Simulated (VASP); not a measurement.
OSZICAR of a VASP run on Pt₃Ti (L1_2):

**OSZICAR**
```
       N       E                     dE             d eps       ncg     rms          rms(c)
DAV:   1     0.383295226264E+03    0.38330E+03   -0.21301E+04  1750   0.180E+03
DAV:   2     0.419827151527E+01   -0.37910E+03   -0.37173E+03  1858   0.445E+02
DAV:   3    -0.298167917610E+02   -0.34015E+02   -0.32712E+02  2752   0.109E+02
DAV:   4    -0.308588534733E+02   -0.10421E+01   -0.10382E+01  1985   0.206E+01
DAV:   5    -0.308970454723E+02   -0.38192E-01   -0.38175E-01  2557   0.391E+00    0.185E+01
DAV:   6    -0.295250651985E+02    0.13720E+01   -0.29785E+01  2523   0.345E+01    0.168E+01
DAV:   7    -0.284584997831E+02    0.10666E+01   -0.40609E+01  2576   0.365E+01    0.927E+00
DAV:   8    -0.277771810458E+02    0.68132E+00   -0.17453E+00  2445   0.942E+00    0.448E+00
DAV:   9    -0.276350998090E+02    0.14208E+00   -0.20457E+00  2620   0.764E+00    0.203E+00
DAV:  10    -0.276008950618E+02    0.34205E-01   -0.21318E-01  2543   0.312E+00    0.427E-01
DAV:  11    -0.276028102031E+02   -0.19151E-02   -0.31527E-03  2300   0.426E-01    0.478E-01
DAV:  12    -0.276005985840E+02    0.22116E-02   -0.17224E-02  2646   0.748E-01    0.100E-01
DAV:  13    -0.276005340752E+02    0.64509E-04   -0.34623E-04  2360   0.130E-01    0.406E-02
DAV:  14    -0.276005300895E+02    0.39856E-05   -0.20037E-05  2369   0.272E-02    0.275E-02
DAV:  15    -0.276005246585E+02    0.54310E-05   -0.41059E-05  2540   0.398E-02    0.423E-03
DAV:  16    -0.276005251993E+02   -0.54077E-06   -0.81764E-07  2183   0.602E-03    0.321E-03
DAV:  17    -0.276005253185E+02   -0.11920E-06   -0.27096E-07  1443   0.390E-03    0.131E-03
DAV:  18    -0.276005252462E+02    0.72360E-07   -0.32618E-08   986   0.116E-03
   1 F= -.27600525E+02 E0= -.27600786E+02  d E =0.783671E-03
```

### Question
Which electronic solver shows in the log?

### Answer
It is blocked Davidson (ALGO = Normal, or the opening steps of other solvers). The INCAR had ALGO = Normal.

### Question
Can the final energy be trusted as converged?

### Answer
The calculation finished and met its thresholds. It stopped with EDIFF = 1E-7, NELM = 100 (revPBE GGA, plane waves, VASP's PBE PAW potentials (set 64)).

The compound is Pt3Ti in the L1_2 structure. This cell is one point of a volume scan, at 1.03 of the reference volume.
